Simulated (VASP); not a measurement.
Method: vdW-DF2, VASP's PBE PAW potentials (set 64) (plane waves; VASP).

VASP input:

### POSCAR
```
ZnS
1.0
  1.9673828542  -3.4076070151   0.0000000000
  1.9673828542   3.4076070151   0.0000000000
  0.0000000000   0.0000000000   6.4585597727
Zn S
2 2
Direct
  0.6666670000   0.3333330000   0.5003106821
  0.3333330000   0.6666670000   0.0003106821
  0.6666670000   0.3333330000   0.8746893179
  0.3333330000   0.6666670000   0.3746893179
```

### INCAR
```
ALGO  =  Normal   # blocked Davidson
ISIF  =  3
ISMEAR  =  0
LREAL  =  F   # projection in real space or not
LMAXMIX  =  4   # l cut-off of mixed one-centre charges
NELM  =  100   # most electronic steps
LUSE_VDW  =  T
EDIFF  =  1E-6
ENCUT  =  520
SIGMA  =  0.05
ZAB_VDW  =  -1.8867
SYSTEM  =  ZnS
GGA  =  ML
AGGAC  =  0.0
LWAVE  =  F
EDIFFG  =  -0.02   # ionic stop
NSW  =  60
LASPH  =  T
LCHARG  =  F
PREC  =  Accurate
IBRION  =  2   # conjugate gradients
```

**KPOINTS**
```
Automatic
0
G
  6 6 3
0 0 0
```

POTCAR, in this order: Zn S (PBE.64 set). Program: vasp_std.

Output of the run:

OUTCAR:
```
 ion  position               nearest neighbor table
   1  0.667  0.333  0.500-   4 2.41   4 2.41   4 2.41   3 2.42
   2  0.333  0.667  0.000-   3 2.41   3 2.41   3 2.41   4 2.42
   3  0.667  0.333  0.875-   2 2.41   2 2.41   2 2.41   1 2.42
   4  0.333  0.667  0.375-   1 2.41   1 2.41   1 2.41   2 2.42
  LATTYP: Found a hexagonal cell.
 ALAT       =     3.9347656683
 C/A-ratio  =     1.6414089979
 Subroutine PRICEL returns:
 Original cell was already a primitive cell.
 Subroutine GETGRP returns: Found 12 space group operations
The static configuration has the point symmetry C_3v.
 The point group associated with its full space group is C_6v.
The dynamic configuration has the point symmetry C_3v.
 Subroutine INISYM returns: Found 12 space group operations
 Subroutine IBZKPT returns following result:
 Found     14 irreducible k-points:

 Following reciprocal coordinates:
            Coordinates               Weight
  0.000000  0.000000  0.000000      1.000000
  0.166667 -0.000000  0.000000      6.000000
  0.333333 -0.000000  0.000000      6.000000
  0.500000 -0.000000  0.000000      3.000000
  0.166667  0.166667  0.000000      6.000000
...
```

### OSZICAR
```
       N       E                     dE             d eps       ncg     rms          rms(c)
DAV:   1     0.251133555676E+03    0.25113E+03   -0.17547E+04   616   0.191E+03
DAV:   2     0.184763554291E+02   -0.23266E+03   -0.22796E+03   670   0.377E+02
DAV:   3    -0.413739335383E+01   -0.22614E+02   -0.22461E+02   742   0.120E+02
DAV:   4    -0.463751979629E+01   -0.50013E+00   -0.49969E+00   712   0.186E+01
DAV:   5    -0.464717631838E+01   -0.96565E-02   -0.96551E-02   760   0.242E+00    0.773E+00
DAV:   6    -0.345921542818E+01    0.11880E+01   -0.27790E+00   948   0.436E+01    0.640E+00
DAV:   7    -0.351528126784E+01   -0.56066E-01   -0.20123E+00   676   0.800E+00    0.375E+00
DAV:   8    -0.351161278917E+01    0.36685E-02   -0.18867E-01   862   0.539E+00    0.112E+00
DAV:   9    -0.350455202513E+01    0.70608E-02   -0.34954E-02   870   0.308E+00    0.224E-01
DAV:  10    -0.350485318671E+01   -0.30116E-03   -0.55204E-03   736   0.482E-01    0.916E-02
DAV:  11    -0.350494372592E+01   -0.90539E-04   -0.14908E-04   726   0.105E-01    0.453E-02
DAV:  12    -0.350496640802E+01   -0.22682E-04   -0.41045E-05   718   0.614E-02    0.918E-03
DAV:  13    -0.350496597279E+01    0.43523E-06   -0.40102E-06   730   0.249E-02
   1 F= -.35049660E+01 E0= -.35049660E+01  d E =-.350497E+01
```

**OUTCAR**
```
------------------------ aborting loop because EDIFF is reached ----------------------------------------
  FORCE on cell =-STRESS in cart. coord.  units (eV):
  Direction    XX          YY          ZZ          XY          YZ          ZX
  --------------------------------------------------------------------------------------
  Total       -0.0041194     -0.0041194      0.0543087      0.0000000     -0.0000000     -0.0000000
  in kB       -0.0762152     -0.0762152      1.0047907      0.0000000     -0.0000000     -0.0000000
  external PRESSURE =       0.2841201 kB  Pullay stress =       0.0000000 kB
  volume of cell :       86.60
      direct lattice vectors                 reciprocal lattice vectors
     1.967382854 -3.407607015  0.000000000     0.254144738 -0.146730535  0.000000000
     1.967382854  3.407607015  0.000000000     0.254144738  0.146730535  0.000000000
     0.000000000  0.000000000  6.458559773     0.000000000  0.000000000  0.154833281
  FREE ENERGIE OF THE ION-ELECTRON SYSTEM (eV)
  ---------------------------------------------------
  free  energy   TOTEN  =        -3.5049659728 eV

  energy  without entropy=       -3.5049659728  energy(sigma->0) =       -3.50496597

 reached required accuracy - stopping structural energy minimisation
```
(Selected blocks of OUTCAR.)

The compound is ZnS in the wurtzite structure, the high-temperature form. It was relaxed first, which changed the volume by +9 %. The start is the result of an earlier pass.
